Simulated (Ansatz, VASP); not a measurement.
B7C in VASP and in Ansatz

```xyz
8
Lattice="0.0000 2.8675 2.8675 2.8675 0.0000 2.8675 2.8675 2.8675 0.0000" Properties=species:S:1:pos:R:3 pbc="T T T"
B     0.0000    1.4337    1.4337
B     2.8675    1.4337    1.4337
B     1.4337    0.0000    1.4337
B     1.4337    2.8675    1.4337
B     1.4337    1.4337    0.0000
B     1.4337    1.4337    2.8675
B     2.8675    2.8675    2.8675
C     0.0000    0.0000    0.0000
```

Change from the starting cell: species swapped into the CePd7 type (Fm-3m, No. 225).

Alike in both runs: functional PBE; k mesh 12 × 12 × 12; occupations gaussian, width 0.1 eV; no spin polarisation.

Ansatz relaxed the structure, and its values are those at the end. VASP's run is a single point on that final structure, the one shown.

```csv
,VASP,Ansatz
version,VASP 6.6.1,Ansatz 0.2.0
potentials or method,"VASP PAW PBE potentials, release 64 (B, C)","scalar-relativistic, plane waves, PAW"
plane-wave cutoff (eV),520,420
valence electrons in the cell,25,25
```

|  | VASP | Ansatz | Ansatz less VASP |
| --- | --- | --- | --- |
| gap on the k mesh at the Fermi level (eV) | none | none | - |
| pressure (GPa) | 0.0 | 0.0 | -0.05 |

A gap of «none» marks a metal or a gap that the smearing closes. With one functional, cell and mesh, what is left measures potentials, basis and numerics.
